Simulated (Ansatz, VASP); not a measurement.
## SiO2 (Cristobalite): VASP beside Ansatz

One calculation is typed for both programs; each brings its own data sets. How far apart do they land? The structure shown is the start of the Ansatz relaxation below; VASP solves that cell, so the two are compared at the walk's first step.

Method: plane waves, with VASP 6.6.1 beside it; single point at LDA, in Ansatz 0.2.0.

**1. The structure**

The structure is tetragonal, space group P4_12_12 (No. 92). Conventional cell: a = 4.746 Å, b = 4.746 Å, c = 6.786 Å, α = 90.00°, β = 90.00°, γ = 90.00°. O has 2 Si at 1.59 to 1.61 Å nearest. Si has 4 O at 1.59 to 1.61 Å nearest. Farther neighbours and most contacts between anions are not listed.

**2. Ansatz: relaxation, LDA**

Ansatz runs on its PAW soft_1 files.

The two programs are compared at the cell with which this relaxation starts, whose forces are those of its first step.

The input, input.yaml:

```yaml
crystal:
  lattice:
    - [4.7456391189, 0.0, 0.0]
    - [0.0, 4.7456391189, 0.0]
    - [0.0, 0.0, 6.7864282114]
  atoms:
    - { symbol: O, position: [0.2326941315, 0.1378173962, 0.1924567053] }
    - { symbol: O, position: [0.3621826038, 0.7326941315, 0.4424567053] }
    - { symbol: O, position: [0.7673058685, 0.8621826038, 0.6924567053] }
    - { symbol: O, position: [0.6378173962, 0.2673058685, 0.9424567053] }
    - { symbol: O, position: [0.7326941315, 0.3621826038, 0.5575432947] }
    - { symbol: O, position: [0.8621826038, 0.7673058685, 0.3075432947] }
    - { symbol: O, position: [0.2673058685, 0.6378173962, 0.0575432947] }
    - { symbol: O, position: [0.1378173962, 0.2326941315, 0.8075432947] }
    - { symbol: Si, position: [0.3160564856, 0.3160564856, 0.0] }
    - { symbol: Si, position: [0.1839435144, 0.8160564856, 0.25] }
    - { symbol: Si, position: [0.6839435144, 0.6839435144, 0.5] }
    - { symbol: Si, position: [0.8160564856, 0.1839435144, 0.75] }
kpoints:
  mp_grid: { grid: [4, 4, 4] }
hamiltonian:
  xc: lda
  pseudopotentials: { kind: paw, azcp: { folder: soft_1 }, xc_functional: pbe }
scf:
  occupations: { method: fixed }
output:
  forces: true
  stress: true
  eigenvalues: true
relax:
  adjacent_minimum: "off"
  f_tol: 0.001
  max_steps: 60
  cell: { stress_tol: 0.01, fix: [a, b, gamma] }
```

On the command line:

```bash
ansatz run input.yaml --threads 8 --pin off --max-ram 20480MiB --backend cpu --events-out ev --progress --plain --runs-dir out
```

Numbers of over 12 decimals in the logs are rounded to 6 here.

The program printed:

```text
Engine: ansatz 0.2.0, aarch64-unknown-linux-gnu
Pseudopotentials: kind: paw
Pseudopotential: O, paw, valence charge 6, recommended cutoff 420 eV (normal), soft_1/O.paw.azcp
Pseudopotential: Si, paw, valence charge 4, recommended cutoff 420 eV (normal), soft_1/Si.paw.azcp
Functional definition: SPW92
  exchange = slater_x
  correlation = pw_c
Crystal: 12 atoms, lattice volume = 152.838 Å³
Basis set: ecut = 420 eV, 2967 PW (Γ)
Bands: 44, of which v1, the nominal top of the filled ones, is band 32 counted from 1 (31 counted from 0)
Symmetry: 8 space group operations
Space group: P41212 (ITA 92), of the structure as read, at distance tolerance 5.3e-5 Å
k-points: 18 of 64
Non-local potential: O, projectors of the file, l = 0: 2, l = 1: 2, l = 2: 1
Non-local potential: Si, projectors of the file, l = 0: 2, l = 1: 2, l = 2: 1
PAW form: soft (Blöchl's): semilocal exchange-correlation on the pseudo side does not see the compensation charge
PAW frozen core: O, regenerated for the run's functional, and the local potential with it (the file was generated under x = pbe(κ = 0.804, μ = 0.219515), c = pbe(β = 0.066725))
PAW frozen core: Si, regenerated for the run's functional, and the local potential with it (the file was generated under x = pbe(κ = 0.804, μ = 0.219515), c = pbe(β = 0.066725))
PAW one-centre angular grid: O, 110 points (default); XC on 64 Gauss nodes
PAW one-centre angular grid: Si, 110 points (default); XC on 64 Gauss nodes
Initial density: superposition of atomic densities (chi_scale 0.1, normalization cell, long waves kept (reshape's long-wave potential 0.00 eV rms))
Initial wavefunctions: pseudopotential atomic-orbital guess
Functional: x = slater, c = lda
SCF iter   1: F=—  HF=-6897.274506 eV  |F-HF|=—  |Δ(HF+E_count)|=         —  Δρ=1.27e-1  dr2=2.17e1  ethr=3.10e-3  ⟨swp⟩=4.7  Hψ=3256  notcnv=0  defer=159
preconditioner: auto → Resta (q_TF=auto, 2.360 Å⁻¹)  ε∞=2.7  [insulator: Δε(μ)=7.391 eV  Ē_g=18.179 eV  n_scr=36 (ndim 8)  ℏωp=24.0 eV  f_vac=0.039  ε∞_Penn≈2.7]
SCF iter   2: F=—  HF=-6891.027906 eV  |F-HF|=—  |Δ(HF+E_count)|=    6.25e0  Δρ=4.27e-2  dr2=1.20e0  ethr=3.10e-3  ⟨swp⟩=4.0  Hψ=2016  notcnv=0  defer=161
SCF iter   3: F=—  HF=-6890.744521 eV  |F-HF|=—  |Δ(HF+E_count)|=   2.83e-1  Δρ=2.03e-2  dr2=3.59e-1  ethr=1.88e-3  ⟨swp⟩=1.9  Hψ=720  notcnv=0  defer=171
SCF iter   4: F=—  HF=-6890.658610 eV  |F-HF|=—  |Δ(HF+E_count)|=   8.59e-2  Δρ=1.47e-3  dr2=2.54e-3  ethr=5.61e-4  ⟨swp⟩=3.4  Hψ=1310  notcnv=0  defer=176
SCF iter   5: F=—  HF=-6890.660118 eV  |F-HF|=—  |Δ(HF+E_count)|=   1.51e-3  Δρ=3.23e-4  dr2=1.58e-4  ethr=3.96e-6  ⟨swp⟩=2.2  Hψ=1351  notcnv=0  defer=176
SCF iter   6: F=—  HF=-6890.660117 eV  |F-HF|=—  |Δ(HF+E_count)|=   1.18e-6  Δρ=4.98e-5  dr2=5.45e-6  ethr=2.47e-7  ⟨swp⟩=2.1  Hψ=1110  notcnv=0  defer=176
SCF iter   7: F=—  HF=-6890.660118 eV  |F-HF|=—  |Δ(HF+E_count)|=   1.03e-6  Δρ=9.29e-6  dr2=1.34e-7  ethr=8.52e-9  ⟨swp⟩=2.2  Hψ=1224  notcnv=0  defer=165
SCF iter   8: F=-6890.660118 eV  HF=-6890.660118 eV  |F-HF|=1.03e-9  |Δ(HF+E_count)|=   1.14e-7  Δρ=2.28e-6  dr2=6.26e-9  ethr=1.56e-10  ⟨swp⟩=15.9  Hψ=5162  notcnv=0
SCF 1 converged in 8 iterations: F = -6890.660118 eV  dr2 = 6.26e-9
  greatest PAW one-centre occupation: 0.858 electrons in one spin orbital (limit 2), on the O atom at site 7 (counted from 0), in its partial waves of l = 0
relax step   1: F+E_penalty+E_count = -6890.66011835 eV  Δ(F+E_penalty+E_count) = +0.000e0 eV  max|allowed force component| = 3.923e-1 eV/Å  Δτ_max = 0.0000 Å  P = +5.201 GPa  Ω = 152.838 Å³  fix = [a, b, gamma]  reactions: a +6.554, b +6.554 GPa  (8 SCF iters, dr2 threshold 1.00e-7 eV, accepted)
[...]
relax step   8: F+E_penalty+E_count = -6890.70204014 eV  Δ(F+E_penalty+E_count) = -2.658e-4 eV  max|allowed force component| = 6.486e-5 eV/Å  Δτ_max = 0.0008 Å  P = +1.553 GPa  Ω = 152.454 Å³  energy of the carried Pulay correction = +2.559e-4 eV  fix = [a, b, gamma]  reactions: a +2.332, b +2.332 GPa  (5 SCF iters, dr2 threshold 3.75e-9 eV, accepted)
[...]
relax step   9: F+E_penalty+E_count = -6890.70191065 eV  Δ(F+E_penalty+E_count) = +1.295e-4 eV  max|allowed force component| = 7.025e-5 eV/Å  Δτ_max = 0.0000 Å  P = +1.552 GPa  Ω = 152.454 Å³  fix = [a, b, gamma]  reactions: a +2.332, b +2.332 GPa  stress off target by 7.00e-3 GPa on what of the cell is left free  SCF on the basis re-selected at this cell (its energy is not comparable with the rows above)  (5 SCF iters)
basis re-selected at this cell: Δ(F+E_penalty+E_count) = +1.295e-4 eV, ΔP = -0.001 GPa vs the last step (what re-selecting the basis moved, of the pressure what is left beyond the Pulay correction that the steps carried, after the strain that the cell walked since its last selection, with what the two solves' SCF thresholds leave and, on support functions, any second-order correction that the steps lacked; it is no m [...]
SCF converged after 5 iterations
Free energy (F): -6890.701911 eV
Harris-Foulkes:  -6890.701911 eV  (|F-HF|=0.00e0)
Internal energy: -6890.701911 eV  (E = F + TS)
E sigma→0 (E₀):  -6890.701911 eV
Fermi energy:    2.064084 eV
--- Per-component energies (eV) ---
  E_band       = -304.191589
  E_kinetic    = 1549.649262
  E_local      = -4012.296589  (includes V_loc(G=0)·N_el)
  E_nonlocal   = 529.843889
  E_hartree    = 1464.022816
  E_xc         = -791.822487
  E_vxc        = -922.617675  (∫ρ·V_xc dr)
  E_paw        = -3164.705622  (= ΣΔE_a)
  E_vpaw       = -376.822912  (= ΣTr[D̂ρ^β])
  E_aug_tail   = 0.006831  (compensation charges beyond the density's cutoff)
  E_ewald      = -2466.512706
  E_core_change = 1.112695  (= ΣΔE_core)
  E_smearing   = -0.000000  (= −TS)
  E_closure    = 0.000000  (closes the sum)
  Σ components = -6890.701911   (vs F -6890.701911, Δ=0.00e0)
--- Forces (eV/Å), atoms counted from 1 ---
  atom   1  O     -0.00007025     0.00003671     0.00002789
  atom   2  O     -0.00003671    -0.00007025     0.00002789
  atom   3  O      0.00007025    -0.00003671     0.00002789
  atom   4  O      0.00003671     0.00007025     0.00002789
  atom   5  O     -0.00007025    -0.00003671    -0.00002789
  atom   6  O     -0.00003671     0.00007025    -0.00002789
  atom   7  O      0.00007025     0.00003671    -0.00002789
  atom   8  O      0.00003671    -0.00007025    -0.00002789
  atom   9  Si     0.00004773     0.00004773     0.00000000
  atom  10  Si    -0.00004773     0.00004773    -0.00000000
  atom  11  Si    -0.00004773    -0.00004773     0.00000000
  atom  12  Si     0.00004773    -0.00004773    -0.00000000
  max |Σ_I F_I| component: 1.71e-17 eV/Å
--- Stress (GPa, compression-positive) ---
        2.331989       0.000000       0.000000
        0.000000       2.331989      -0.000000
        0.000000      -0.000000      -0.006997
  P = ⅓ Tr σ = 1.5523 GPa (15.523 kbar)
--- Band table (eV; the first three rows and the last of 18) ---
  k-point 0: bands = [... 28 lower, 1.3690, 1.6195, 1.6195, 2.0641, 7.8052, 10.7458, 10.7458, 11.4734, ... 8 higher]
  k-point 1: bands = [... 28 lower, 1.3714, 1.3921, 1.6673, 1.9626, 8.2013, 10.2974, 10.9517, 11.3949, ... 8 higher]
  k-point 2: bands = [... 28 lower, 1.4222, 1.4222, 1.7285, 1.7285, 9.1870, 9.1870, 11.1397, 11.1397, ... 8 higher]
  k-point 17: bands = [... 28 lower, 1.5501, 1.5501, 1.5501, 1.5501, 11.2473, 11.2473, 11.2473, 11.2473, ... 8 higher]
--- Relaxed structure (7 steps of the walk, 7 accepted, 2 SCFs on fresh bases) ---
  F+E_penalty+E_count = -6890.70191065 eV   max|allowed force component| = 7.025e-5 eV/Å   (the final SCF, on the basis selected at the relaxed cell)
  cell:  # Å, volume = 152.4539 Å³
    - [4.7456391189, 0.0, 0.0]
    - [0.0, 4.7456391189, 0]
    - [0.0, 0, 6.769383]
  atoms:
    - { symbol: O, position: [0.231415, 0.145231, 0.194841] }
    - { symbol: O, position: [0.354769, 0.731415, 0.444841] }
    - { symbol: O, position: [0.768585, 0.854769, 0.694841] }
    - { symbol: O, position: [0.645231, 0.268585, 0.944841] }
    - { symbol: O, position: [0.731415, 0.354769, 0.555159] }
    - { symbol: O, position: [0.854769, 0.768585, 0.305159] }
    - { symbol: O, position: [0.268585, 0.645231, 0.055159] }
    - { symbol: O, position: [0.145231, 0.231415, 0.805159] }
    - { symbol: Si, position: [0.319496, 0.319496, 0] }
    - { symbol: Si, position: [0.180504, 0.819496, 0.250000] }
    - { symbol: Si, position: [0.680504, 0.680504, 0.500000] }
    - { symbol: Si, position: [0.819496, 0.180504, 0.750000] }
```

**3. VASP: single point, LDA, start cell, pair 1**

The same cell, functional (in two slightly different forms) and mesh now go to VASP, with its own data sets.

Lines of VASP's logs that name or quote its potential files are left out, and so is its time.

The input, INCAR:

```
SYSTEM = SiO2
PREC = Accurate
ENCUT = 520
EDIFF = 1E-06
NELM = 120
ISMEAR = 0
SIGMA = 0.01
LREAL = .FALSE.
ALGO = Normal
GGA = CA
NBANDS = 44
LORBIT = 11
LWAVE = .FALSE.
LCHARG = .FALSE.
ISIF = 2
LASPH = .TRUE.
GGA_COMPAT = .FALSE.
EFERMI = MIDGAP
KPAR = 2
```

The input, POSCAR:

```
SiO2
1.0
    4.7456390000      0.0000000000      0.0000000000
    0.0000000000      4.7456390000      0.0000000000
    0.0000000000      0.0000000000      6.7864280000
O Si
8 4
Direct
    0.2326940587      0.1378174783      0.1924567681
    0.3621826270      0.7326941641      0.4424567681
    0.7673059413      0.8621825217      0.6924567681
    0.6378173730      0.2673058359      0.9424567681
    0.7326941641      0.3621826270      0.5575433792
    0.8621825217      0.7673059413      0.3075432319
    0.2673058359      0.6378173730      0.0575432319
    0.1378174783      0.2326940587      0.8075433792
    0.3160564889      0.3160564889      0.0000000000
    0.1839436164      0.8160565943      0.2500000000
    0.6839435111      0.6839435111      0.5000000000
    0.8160565943      0.1839436164      0.7500000000
```

The input, KPOINTS:

```
Automatic mesh
0
Gamma
4 4 4
0 0 0
```

PAW data sets: O and Si (LDA family, release 64).

On the command line:

```bash
mpirun -np 2 vasp_std
```

The program printed:

```text
[banner, memory and clock lines left out]
running    2 mpi-ranks, on    1 nodes
 distrk:  each k-point on    1 cores,    2 groups
 distr:  one band on    1 cores,    1 groups

 POSCAR found type information on POSCAR O Si
 POSCAR found :  2 types and      12 ions
 LDA part: xc-table for (Slater(with rela. corr.)+CA(PZ))
 , standard interpolation
 POSCAR, INCAR and KPOINTS ok, starting setup
 FFT: planning ... GRIDC
 FFT: planning ... GRID_SOFT
 FFT: planning ... GRID
 WAVECAR not read
 entering main loop
       N       E                     dE             d eps       ncg     rms          rms(c)
DAV:   1     0.370709427612E+03    0.37071E+03   -0.33737E+04  1592   0.135E+03
DAV:   2    -0.902659997983E+02   -0.46098E+03   -0.44556E+03  2020   0.310E+02
DAV:   3    -0.116725433474E+03   -0.26459E+02   -0.26334E+02  1952   0.785E+01
DAV:   4    -0.117047749717E+03   -0.32232E+00   -0.32183E+00  1984   0.960E+00
DAV:   5    -0.117053130616E+03   -0.53809E-02   -0.53774E-02  1976   0.121E+00    0.308E+01
DAV:   6    -0.103933637743E+03    0.13119E+02   -0.49035E+01  1848   0.325E+01    0.155E+01
DAV:   7    -0.103715326663E+03    0.21831E+00   -0.15602E+00  1904   0.520E+00    0.533E+00
DAV:   8    -0.103597491220E+03    0.11784E+00   -0.86279E-02  1916   0.174E+00    0.203E+00
DAV:   9    -0.103578008048E+03    0.19483E-01   -0.28007E-02  2000   0.997E-01    0.286E-01
DAV:  10    -0.103578583189E+03   -0.57514E-03   -0.27916E-03  1880   0.265E-01    0.105E-01
DAV:  11    -0.103578535864E+03    0.47325E-04   -0.51376E-04  1920   0.122E-01    0.240E-02
DAV:  12    -0.103578537643E+03   -0.17793E-05   -0.18087E-05  1836   0.192E-02    0.780E-03
DAV:  13    -0.103578537827E+03   -0.18364E-06   -0.39814E-06  1656   0.983E-03
   1 F= -.10357854E+03 E0= -.10357854E+03  d E =0.000000E+00
```

OUTCAR, selected parts (step 3):

```text
ion  position               nearest neighbor table
   1  0.233  0.138  0.192-  10 1.59   9 1.61
   2  0.362  0.733  0.442-  11 1.59  10 1.61
   3  0.767  0.862  0.692-  12 1.59  11 1.61
   4  0.638  0.267  0.942-   9 1.59  12 1.61
   5  0.733  0.362  0.558-  11 1.59  12 1.61
   6  0.862  0.767  0.308-  10 1.59  11 1.61
   7  0.267  0.638  0.058-   9 1.59  10 1.61
   8  0.138  0.233  0.808-  12 1.59   9 1.61
   9  0.316  0.316  0.000-   4 1.59   7 1.59   8 1.61   1 1.61  10 2.98  12 2.98  12 2.98  10 2.98

  LATTYP: Found a simple tetragonal cell.
 ALAT       =     4.7456390000
 C/A-ratio  =     1.4300346065

 Subroutine GETGRP returns: Found  8 space group operations
 (whereof  2 operations were pure point group operations)

The static configuration has the point symmetry C_2 .
 The point group associated with its full space group is D_4 .

 Found     18 irreducible k-points:

   k-points           NKPTS =     18   k-points in BZ     NKDIM =     18   number of bands    NBANDS=     44

   dimension x,y,z NGX =    36 NGY =   36 NGZ =   50
   dimension x,y,z NGXF=    72 NGYF=   72 NGZF=  100

   ENCUT  =  520.0 eV  38.22 Ry    6.18 a.u.   8.82  8.82 12.62*2*pi/ulx,y,z

   NELECT =      64.0000    total number of electrons

 k-points in reciprocal lattice and weights: Automatic mesh
   0.00000000  0.00000000  0.00000000       0.016
   0.25000000  0.00000000  0.00000000       0.062
   0.50000000  0.00000000  0.00000000       0.031
   0.25000000  0.25000000  0.00000000       0.062
   0.50000000  0.25000000  0.00000000       0.062
   0.50000000  0.50000000  0.00000000       0.016
   0.00000000  0.00000000  0.25000000       0.031
   0.25000000  0.00000000  0.25000000       0.125
   0.50000000  0.00000000  0.25000000       0.062
[...]
0.50000000  0.25000000  0.50000000       0.062
   0.50000000  0.50000000  0.50000000       0.016

 average (electrostatic) potential at core
       1 -73.7070       2 -73.7070       3 -73.7070       4 -73.7070       5 -73.7070
       6 -73.7070       7 -73.7070       8 -73.7070       9 -88.1478      10 -88.1478
      11 -88.1477      12 -88.1478

 E-fermi :   3.6323

 k-point     1 :       0.0000    0.0000    0.0000
  band No.  band energies     occupation
    ...
     28      -0.5658      2.00000
     29       0.0357      2.00000
     30       0.3144      2.00000
     31       0.3144      2.00000
     32       0.7205      2.00000
     33       6.5440      0.00000
     34       9.4826      0.00000
     35       9.4826      0.00000
     36      10.2998      0.00000
     37      10.3675      0.00000
    ...

 k-point     2 :       0.2500    0.0000    0.0000
  band No.  band energies     occupation
    ...
     28      -0.3503      2.00000
     29      -0.0881      2.00000
     30       0.1665      2.00000
     31       0.2592      2.00000
     32       0.5433      2.00000
     33       7.2398      0.00000
     34       9.6349      0.00000
     35       9.6367      0.00000
     36      10.1218      0.00000
     37      10.2328      0.00000
    ...

 k-point     3 :       0.5000    0.0000    0.0000
  band No.  band energies     occupation
    ...
     28      -0.2627      2.00000
     29      -0.0176      2.00000
     30      -0.0176      2.00000
     31       0.2282      2.00000
     32       0.2283      2.00000
     33       8.7133      0.00000
     34       8.7133      0.00000
     35       9.9234      0.00000
     36       9.9234      0.00000
     37      10.6392      0.00000
    ...

  Total        6.8077793      6.8077793      2.8499805      0.0000000      0.0000000     -0.0000000
  in kB       71.3650229     71.3650229     29.8759568      0.0000000      0.0000000     -0.0000000
  external PRESSURE =      57.5353342 kB  Pullay stress =       0.0000000 kB

  energy-cutoff  :      520.00
  volume of cell :      152.84
      direct lattice vectors                 reciprocal lattice vectors
     4.745639000  0.000000000  0.000000000     0.210719779  0.000000000  0.000000000
     0.000000000  4.745639000  0.000000000     0.000000000  0.210719779  0.000000000
     0.000000000  0.000000000  6.786428000     0.000000000  0.000000000  0.147352923

 POSITION                                       TOTAL-FORCE (eV/Angst)
 -----------------------------------------------------------------------------------
      1.10428      0.65403      1.30609         0.026926      0.413669      0.042492
      1.71879      3.47710      3.00270        -0.413669      0.026926      0.042492
      3.64136      4.09161      4.69931        -0.026926     -0.413669      0.042492
      3.02685      1.26854      6.39591         0.413669     -0.026926      0.042492
      3.47710      1.71879      3.78373         0.026926     -0.413669     -0.042492
      4.09161      3.64136      2.08712        -0.413669     -0.026926     -0.042492
      1.26854      3.02685      0.39051        -0.026926      0.413669     -0.042492
      0.65403      1.10428      5.48033         0.413669      0.026926     -0.042492
      1.49989      1.49989      0.00000        -0.163535     -0.163535     -0.000000
      0.87293      3.87271      1.69661         0.163535     -0.163535     -0.000000
      3.24575      3.24575      3.39321         0.163535      0.163535     -0.000000
      3.87271      0.87293      5.08982        -0.163535      0.163535     -0.000000
 -----------------------------------------------------------------------------------
    total drift:                                0.005127      0.004904     -0.002490

  FREE ENERGIE OF THE ION-ELECTRON SYSTEM (eV)
  ---------------------------------------------------
  free  energy   TOTEN  =      -103.5785378270 eV

  energy  without entropy=     -103.5785378270  energy(sigma->0) =     -103.57853783

 total charge
# of ion       s       p       d       tot
------------------------------------------
    1        1.545   3.698   0.000   5.242
    2        1.545   3.698   0.000   5.242
    3        1.545   3.698   0.000   5.242
    4        1.545   3.698   0.000   5.242
    5        1.545   3.698   0.000   5.242
    6        1.545   3.698   0.000   5.242
    7        1.545   3.698   0.000   5.242
    8        1.545   3.698   0.000   5.242
    9        0.668   1.061   0.000   1.729
   10        0.668   1.061   0.000   1.729
   11        0.668   1.061   0.000   1.729
   12        0.668   1.061   0.000   1.729
--------------------------------------------------
tot         15.029  33.825   0.000  48.854

[... 3 further parts left out ...]
```

The run ends at a pressure of 5.75 GPa, with forces up to 0.42 eV/Å.

**4. Side by side**

Known differences besides the potentials themselves: the two LDA forms differ slightly; fixed occupations in Ansatz, narrow Gaussian smearing in VASP; the cutoff is 420 eV in Ansatz and 520 eV in VASP; VASP's log shows a relativistic correction to its local exchange, Ansatz's none. Total energies have different zeros and are not compared.

Forces on 10 of the 12 atoms, those with the largest forces and the largest differences (eV/Å; atoms numbered as in POSCAR):

| atom | Ansatz x, y, z | VASP x, y, z |
| --- | --- | --- |
| O1 | 0.028, 0.392, 0.029 | 0.027, 0.414, 0.042 |
| O2 | -0.392, 0.028, 0.029 | -0.414, 0.027, 0.042 |
| O3 | -0.028, -0.392, 0.029 | -0.027, -0.414, 0.042 |
| O4 | 0.392, -0.028, 0.029 | 0.414, -0.027, 0.042 |
| O5 | 0.028, -0.392, -0.029 | 0.027, -0.414, -0.042 |
| O6 | -0.392, -0.028, -0.029 | -0.414, -0.027, -0.042 |
| O7 | -0.028, 0.392, -0.029 | -0.027, 0.414, -0.042 |
| Si10 | 0.183, -0.183, 0.000 | 0.164, -0.164, 0.000 |
| Si11 | 0.183, 0.183, 0.000 | 0.164, 0.164, 0.000 |
| Si12 | -0.183, 0.183, 0.000 | -0.164, 0.164, 0.000 |

The forces differ by 15 meV/Å r.m.s., which is 7.1 % of the r.m.s. force of 0.211 eV/Å (both taken over all components).

**5. Other set-ups**

Further runs change the set-up of one program: Ansatz's method, potentials or start, or VASP's data sets, cutoff or form of LDA. The table gives that difference for each run.

| run | r.m.s. force difference (meV/Å) |
| --- | --- |
| as above | 15 |
| VASP with a cutoff of 600 eV (perhaps on Ansatz's relaxed cell) | 14 |

(Continued in part 2 of 2.)

[Lines on the potential files, build, host, timing and source positions are cut from VASP's logs without a mark.]

[Logs are printed without paths, hosts, clocks, repeated set-up lines and the standing remarks that a program may print on its own settings, such as how far it seeks lower states.]

[Hosts, paths, dates, database ids (printed as entryN), source tags and the programs' standing remarks are cut or masked in the printed files.]

[Rows of further runs with another cutoff or data set may stand on the cell that Ansatz relaxed, not on the start cell of the pair above them.]
